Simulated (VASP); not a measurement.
Data:

```xyz
2
Lattice="0.0000 3.5445 3.5445 3.5445 0.0000 3.5445 3.5445 3.5445 0.0000" Properties=species:S:1:pos:R:3 pbc="T T T"
Ba     0.0000     0.0000     0.0000
Te     3.5445     3.5445     3.5445
```

Computed with PBE GGA, VASP's PBE PAW potentials (set 64) (plane waves; VASP). Settings: 520 eV cut-off, Gaussian smearing of 0.050 eV, potentials Ba_sv Te.

Unless said otherwise, spin-orbit coupling is left out, though it shifts the bands of the heavy elements here.

### Question
Give the energies of bands 6 to 11 at the high-symmetry points, in eV from the valence-band maximum.

### Answer

| band | Γ | X | U | L | W |
|---|---|---|---|---|---|
| 6 | 0.00 | -1.12 | -1.22 | -2.13 | -1.21 |
| 7 | 0.00 | -0.38 | -1.04 | -1.05 | -0.92 |
| 8 | 0.00 | -0.38 | -0.74 | -1.05 | -0.92 |
| 9 | 2.77 | 1.60 | 2.60 | 4.14 | 3.50 |
| 10 | 2.95 | 4.37 | 4.91 | 4.66 | 3.50 |
| 11 | 2.95 | 4.48 | 5.04 | 4.80 | 4.71 |

The gap is indirect, 1.60 eV, from the valence maximum at Γ to the conduction minimum at X.

The compound is BaTe in the rock salt structure. It was relaxed first.
